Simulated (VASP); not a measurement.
Calculation: TPSS meta-GGA, VASP's PBE PAW potentials (set 64) (plane waves; VASP).

The input files of a VASP run:

POSCAR:
```
Au
1
   -0.0000000000     2.0587155196     2.0587155196
    2.0587155196     0.0000000000     2.0587155196
    2.0587155196     2.0587155196    -0.0000000000
Au
1
Direct
  0.0000000000   0.0000000000   0.0000000000
```

KPOINTS:
```
Automatic mesh
0
Gamma
14 14 14
0 0 0
```

INCAR:
```
! general
SYSTEM =Au
PREC   =Accurate
ENCUT  =520   ! plane-wave cut-off (eV)
LREAL  =F   ! projection in real space or not
LASPH  =T   ! aspherical one-centre terms

! electronic loop
EDIFF  =1E-6   ! SCF stop (eV)
NELM   =100
ALGO   =Normal   ! blocked Davidson
LMAXMIX=6   ! l cut-off of mixed one-centre charges
LMIXTAU=T

! smearing
ISMEAR =1
SIGMA  =0.1   ! width (eV)

! functional
METAGGA=TPSS

! ions
IBRION =2
NSW    =60   ! most ionic steps
ISIF   =3   ! ions, shape and volume
EDIFFG =-0.01

! output
LWAVE  =F
LCHARG =F
```

POTCAR, in this order: Au (PBE.64 set). Program: vasp_std.

What will the output report for the number of irreducible k-points (NKPTS), largest plane-wave count, number of space-group operations, FFT grid (NGX, NGY, NGZ)?

The number of irreducible k-points (NKPTS) is 104, the largest plane-wave count is 495 and the number of space-group operations is 48. The FFT grid (NGX, NGY, NGZ) comes out as 24 × 24 × 24.

The compound is Au in the fcc structure. This run relaxes it. Symmetry was kept, so distortions that lower it aren't found. The start is the result of an earlier pass.
